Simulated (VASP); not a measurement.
These are MS2 meta-GGA, VASP's PBE PAW potentials (set 64) (plane waves; VASP) values and carry that method's errors.

A VASP calculation is set up with these files.

### KPOINTS
```
Automatic mesh
0
Gamma
18 18 18
0 0 0
```

### KPOINTS_OPT
```
k-points along high-symmetry lines
10
Line-mode
Reciprocal
  0.000000   0.000000   0.000000 ! GAMMA
  0.500000  -0.500000   0.500000 ! H

  0.500000  -0.500000   0.500000 ! H
  0.000000   0.000000   0.500000 ! N

  0.000000   0.000000   0.500000 ! N
  0.000000   0.000000   0.000000 ! GAMMA

  0.000000   0.000000   0.000000 ! GAMMA
  0.250000   0.250000   0.250000 ! P

  0.250000   0.250000   0.250000 ! P
  0.500000  -0.500000   0.500000 ! H

  0.250000   0.250000   0.250000 ! P
  0.000000   0.000000   0.500000 ! N
```

INCAR:
```
! general
SYSTEM  = Mo
PREC    = Accurate
ENCUT   = 520
LREAL   = F
LASPH   = T

! electronic loop
EDIFF   = 1E-7
NELM    = 100
ALGO    = Normal
LMAXMIX = 4
LMIXTAU = T

! smearing
ISMEAR  = -5

! functional
METAGGA = MS2

! ions
ISIF    = 2

! output
LWAVE   = F
LCHARG  = F
LORBIT  = 11
NEDOS   = 601
```

File POSCAR:
```
Mo
1
   -1.5739580011     1.5739580011     1.5739580011
    1.5739580011    -1.5739580011     1.5739580011
    1.5739580011     1.5739580011    -1.5739580011
Mo
1
Direct
  0.0000000000   0.0000000000   0.0000000000
```

POTCAR, in this order: Mo_sv (PBE.64 set). Program: vasp_std.

Output

### OSZICAR
```
       N       E                     dE             d eps       ncg     rms          rms(c)
DAV:   1     0.715005982130E+02    0.71501E+02   -0.78307E+03  4301   0.124E+03
DAV:   2    -0.267565981044E+02   -0.98257E+02   -0.95536E+02  4682   0.335E+02
DAV:   3    -0.280318275478E+02   -0.12752E+01   -0.12644E+01  5002   0.380E+01
DAV:   4    -0.280353806713E+02   -0.35531E-02   -0.35572E-02  4626   0.236E+00
DAV:   5    -0.280354010582E+02   -0.20387E-04   -0.20408E-04  5072   0.170E-01    0.281E+01
DAV:   6    -0.964289823248E+01    0.18393E+02   -0.14949E+01  4512   0.542E+01    0.368E+00
DAV:   7    -0.999062874602E+01   -0.34773E+00   -0.83510E-01  4628   0.148E+01    0.329E+00
DAV:   8    -0.991705894217E+01    0.73570E-01   -0.61296E-01  4290   0.125E+01    0.654E-01
DAV:   9    -0.102880329745E+02   -0.37097E+00   -0.16116E-01  4449   0.703E+00    0.105E-01
DAV:  10    -0.102887966848E+02   -0.76371E-03   -0.22969E-03  4905   0.622E-01    0.742E-02
DAV:  11    -0.102895592986E+02   -0.76261E-03   -0.11322E-03  4467   0.425E-01    0.310E-02
DAV:  12    -0.102877307847E+02    0.18285E-02   -0.31729E-04  4452   0.228E-01    0.557E-03
DAV:  13    -0.102876987274E+02    0.32057E-04   -0.14613E-05  4848   0.458E-02    0.592E-03
DAV:  14    -0.102877029322E+02   -0.42048E-05   -0.14055E-06  4557   0.161E-02    0.443E-03
DAV:  15    -0.102877002437E+02    0.26885E-05   -0.72490E-07  4533   0.134E-02    0.113E-03
DAV:  16    -0.102877004005E+02   -0.15689E-06   -0.20358E-08  2574   0.192E-03    0.850E-04
DAV:  17    -0.102877004235E+02   -0.22958E-07   -0.33430E-08  2250   0.276E-03
   1 F= -.10287700E+02 E0= -.10287700E+02  d E =0.000000E+00
       N       E                     dE             ncg
```

**OUTCAR**
```
------------------------ aborting loop because EDIFF is reached ----------------------------------------
  FORCE on cell =-STRESS in cart. coord.  units (eV):
  Direction    XX          YY          ZZ          XY          YZ          ZX
  --------------------------------------------------------------------------------------
  Total       -0.0026116     -0.0026116     -0.0026116      0.0000000     -0.0000000      0.0000000
  in kB       -0.2682757     -0.2682757     -0.2682757      0.0000000     -0.0000000      0.0000000
  external PRESSURE =      -0.2682757 kB  Pullay stress =       0.0000000 kB
  volume of cell :       15.60
      direct lattice vectors                 reciprocal lattice vectors
    -1.573958001  1.573958001  1.573958001     0.000000000  0.317670484  0.317670484
     1.573958001 -1.573958001  1.573958001     0.317670484  0.000000000  0.317670484
     1.573958001  1.573958001 -1.573958001     0.317670484  0.317670484  0.000000000
 POSITION                                       TOTAL-FORCE (eV/Angst)
 -----------------------------------------------------------------------------------
      0.00000      0.00000      0.00000         0.000000      0.000000     -0.000000
 -----------------------------------------------------------------------------------
    total drift:                                0.000000      0.000000      0.000000
  FREE ENERGIE OF THE ION-ELECTRON SYSTEM (eV)
  ---------------------------------------------------
  free  energy   TOTEN  =       -10.2877004235 eV

  energy  without entropy=      -10.2877004235  energy(sigma->0) =      -10.28770042

 total charge

# of ion       s       p       d       tot
------------------------------------------
    1        2.378   6.216   3.865  12.459
```
(Selected blocks of OUTCAR.)

For a metal the tetrahedron method with Blöchl corrections gives inexact stress and forces.

The compound is Mo in the bcc structure. It was relaxed first.
